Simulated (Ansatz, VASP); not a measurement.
# Cs15K8Li18F41 in two plane-wave programs, part 2 of 2

One calculation is typed for both programs; each brings its own data sets. How far apart do they land? The structure shown is frame 70 of Ansatz's trajectory.

VASP 6.6.1 and Ansatz 0.2.0.

So far: Starting point; Ansatz: dynamics, revPBE.

## (3) VASP: single point, revPBE

Level of this step: revPBE; plane waves and PAW (Cs_sv, K_sv, Li_sv, F) (VASP).

The same cell, functional, mesh and smearing now go to VASP, with its own data sets.

Lines of VASP's logs that name or quote its potential files are left out, and so is its time.

The input, INCAR:

```
SYSTEM = Cs15K8Li18F41
PREC = Accurate
ENCUT = 650
EDIFF = 1E-06
NELM = 120
ISMEAR = -1
SIGMA = 0.078
LREAL = Auto
ALGO = Normal
GGA = RE
NBANDS = 336
LORBIT = 11
LWAVE = .FALSE.
LCHARG = .FALSE.
ISIF = 2
LASPH = .TRUE.
GGA_COMPAT = .FALSE.
EFERMI = MIDGAP
NCORE = 2
```

The input, POSCAR:

```
Cs15K8Li18F41
1.0
   12.6958000000      0.0000000000      0.0000000000
    0.0000000000     12.6958000000      0.0000000000
    0.0000000000      0.0000000000     12.6958000000
Cs K Li F
15 8 18 41
Direct
    0.8215472834      0.7038311883      0.3639471321
    0.0690307031      0.1596827297      0.5024968887
    0.2634808362      0.7432300446      0.5359646497
    0.4731013406      0.7742245467      0.8416562958
    0.2091636604      0.9475259535      0.2789111360
    0.2678287308      0.7363458782      0.0974259204
    0.9245183446      0.9146095559      0.6180075300
    0.1282235070      0.9571039241      0.9263772271
    0.6049953528      0.6441894170      0.1707493817
    0.6861166685      0.9960459365      0.4665086091
    0.1934340491      0.2738228390      0.1901731281
    0.6772003340      0.3078025804      0.4874761732
    0.4887600624      0.1257581247      0.7771546496
    0.9857354401      0.4566392035      0.3788812048
    0.6871878889      0.9569542683      0.1144709274
    0.7816364467      0.3600954646      0.0700310339
    0.8115518518      0.1035145481      0.8719419020
    0.0097512563      0.5333496117      0.0889506766
    0.1680240710      0.4887679390      0.5894390271
    0.5503394823      0.7532175995      0.5596654012
    0.4673120244      0.1595251973      0.2490587438
    0.1055860993      0.3256825092      0.8925313883
    0.6223869311      0.4618220199      0.8182706092
    0.9078435388      0.7431512784      0.8909560642
    0.6117849998      0.2066431418      0.0206446226
    0.9542525875      0.9394996771      0.2237354086
    0.3771641015      0.0383670190      0.0438412703
    0.2381968840      0.4998582208      0.8109138455
    0.9501409915      0.7927109753      0.0502292097
    0.9182721845      0.1716788229      0.0984104980
    0.3601821075      0.0095228343      0.4991572016
    0.9045274815      0.4723451850      0.7926637156
    0.8666173065      0.1853053766      0.2705225350
    0.7779344350      0.6327761937      0.6918035886
    0.9074103247      0.2891349895      0.6452685140
    0.3811339183      0.4768663653      0.0386269475
    0.0544116952      0.6451346114      0.8130799162
    0.3433733991      0.5500244175      0.3959340884
    0.3820712362      0.2991934340      0.5070732053
    0.4730777107      0.8267537296      0.3131980655
    0.4172167173      0.4951086186      0.6487657335
    0.5370831299      0.6037114636      0.9709982829
    0.3929173427      0.9380976386      0.3704374675
    0.9372312103      0.2786433309      0.1949542368
    0.0289387041      0.7899777879      0.7534381449
    0.2737204430      0.5003938310      0.1365884781
    0.5713543061      0.3516517273      0.0374612076
    0.4570251579      0.8778729974      0.1847776430
    0.8368673104      0.7467745239      0.1515304274
    0.8134973771      0.5068447833      0.2776036169
    0.9041730336      0.2690811134      0.4555601065
    0.0291041132      0.8561965374      0.1536571150
    0.5122796515      0.0915027017      0.0158083776
    0.4143968872      0.6682209865      0.3429874447
    0.2418437594      0.9454937853      0.5369177208
    0.5152333843      0.9177050678      0.6621008523
    0.4594669103      0.3526914413      0.6401959703
    0.9253138833      0.9378534634      0.3778099844
    0.3817010350      0.1685754344      0.5339876180
    0.6908268876      0.1613683265      0.3187983428
    0.3282581641      0.5562154413      0.7483025883
    0.0475432820      0.2938373320      0.6652987602
    0.5985601538      0.8245640290      0.3814726130
    0.9249751886      0.4507711212      0.9350966461
    0.8821106193      0.6054206903      0.7954677925
    0.3414357504      0.4868145371      0.5113738402
    0.0333574883      0.7077616220      0.9741646844
    0.3813859702      0.2880558925      0.3755572709
    0.6624159171      0.2689787174      0.8908457915
    0.1341782322      0.6291214417      0.4009514958
    0.8476819106      0.4311819657      0.6565950944
    0.9365301911      0.0895808063      0.2030120197
    0.0222593299      0.1400069314      0.9820097985
    0.2569274878      0.0794435955      0.0889821831
    0.3448305739      0.9571826903      0.9094267396
    0.2841018290      0.4331668741      0.9351911656
    0.0968351738      0.5012445061      0.7932623387
    0.8338111817      0.8790151074      0.8997148663
    0.7707273271      0.1529718490      0.0739063312
    0.8173017848      0.1270735204      0.6709620504
    0.5393358433      0.5849336001      0.6632350856
    0.7643630177      0.7254918950      0.5842325809
```

The input, KPOINTS:

```
Automatic mesh
0
Gamma
1 1 1
0 0 0
```

PAW data sets: Cs_sv, K_sv, Li_sv and F (PBE family, release 64).

Started as:

```console
$ mpirun -np 8 vasp_gam
```

Numbers of over 12 decimals in the logs are rounded to 6 here.

The log of the run:

```text
[banner, memory and clock lines left out]
running    8 mpi-ranks, on    1 nodes
[...]
|                                                                             |
|               ----> ADVICE to this user running VASP <----                  |
|                                                                             |
|     You enforced a specific xc type in the INCAR file but a different       |
|     [... a line on the potential file left out ...]
|     I HOPE YOU KNOW WHAT YOU ARE DOING!                                     |
|                                                                             |

 LDA part: xc-table for (Slater+PW92), standard interpolation
 POSCAR, INCAR and KPOINTS ok, starting setup
[...]
entering main loop
       N       E                     dE             d eps       ncg     rms          rms(c)
DAV:   1     0.726721947288E+04    0.72672E+04   -0.32328E+05   672   0.189E+03
DAV:   2     0.545632959753E+03   -0.67216E+04   -0.64510E+04   840   0.462E+02
DAV:   3    -0.335379594314E+03   -0.88101E+03   -0.87630E+03   808   0.171E+02
DAV:   4    -0.383607673796E+03   -0.48228E+02   -0.48008E+02   968   0.389E+01
[...]
DAV:  19    -0.327291102183E+03    0.19164E-04   -0.59560E-05   776   0.211E-02    0.628E-03
DAV:  20    -0.327291102299E+03   -0.11655E-06   -0.22687E-05   840   0.992E-03    0.588E-03
DAV:  21    -0.327291101474E+03    0.82544E-06   -0.23071E-06   592   0.328E-03
   1 F= -.32729110E+03 E0= -.32729110E+03  d E =-.143174E-07
```

Parts of OUTCAR (step 3):

```text
  FREE ENERGIE OF THE ION-ELECTRON SYSTEM (eV)
  ---------------------------------------------------
  free  energy   TOTEN  =      -327.2911014738 eV

  energy  without entropy=     -327.2911014595  energy(sigma->0) =     -327.29110147

[... 1 further part left out ...]
```

The run ends at a pressure of 0.07 GPa, with forces up to 2.3 eV/Å.

## (4) Side by side

Known differences besides the potentials themselves: the cutoff is 420 eV in Ansatz and 650 eV in VASP (PREC = Accurate, projectors in real space); Ansatz makes its cores anew for this functional, VASP keeps those of its PBE data sets. Total energies have different zeros and are not compared.

Forces on 8 of the 82 atoms, those with the largest forces and the largest differences (eV/Å; atoms numbered as in POSCAR):

| atom | Ansatz x, y, z | VASP x, y, z |
| --- | --- | --- |
| Li26 | -0.680, 0.890, 1.174 | -0.726, 0.941, 1.217 |
| Li28 | -0.575, -0.971, 1.796 | -0.677, -1.046, 1.875 |
| Li39 | 0.529, 0.576, 1.060 | 0.531, 0.654, 1.125 |
| F59 | -0.258, -1.972, 0.408 | -0.258, -2.034, 0.412 |
| F61 | 0.726, 1.131, -1.464 | 0.849, 1.216, -1.544 |
| F65 | -0.423, 1.609, 0.059 | -0.415, 1.665, 0.069 |
| F68 | -0.296, 0.412, -1.876 | -0.304, 0.413, -1.939 |
| F72 | 0.476, -2.067, 0.573 | 0.511, -2.144, 0.591 |

The forces differ by 26 meV/Å r.m.s., which is 4.8 % of the r.m.s. force of 0.548 eV/Å (both taken over all components).

## (5) Summary of results

```yaml
r_m_s_force_difference_single_point_revpbe: 4.8 % of the r.m.s. force
```

**Reading.** The r.m.s. force difference is 4.8 % of the r.m.s. force (single point, revPBE), beyond the 3 % picked in this series as the mark of a large difference. What causes the difference of the single point, revPBE pair stays open here. 2 further runs of this series are not shown here. Such differences can come from data sets, numerical settings and the points named under the comparisons, not from the functional's error against experiment.

[Lines on the potential files, build, host, timing and source positions are cut from VASP's logs without a mark.]

[Logs are printed without paths, hosts, clocks, repeated set-up lines and the standing remarks that a program may print on its own settings, such as how far it seeks lower states.]

[Hosts, paths, dates, database ids (printed as entryN), source tags and the programs' standing remarks are cut or masked in the printed files.]
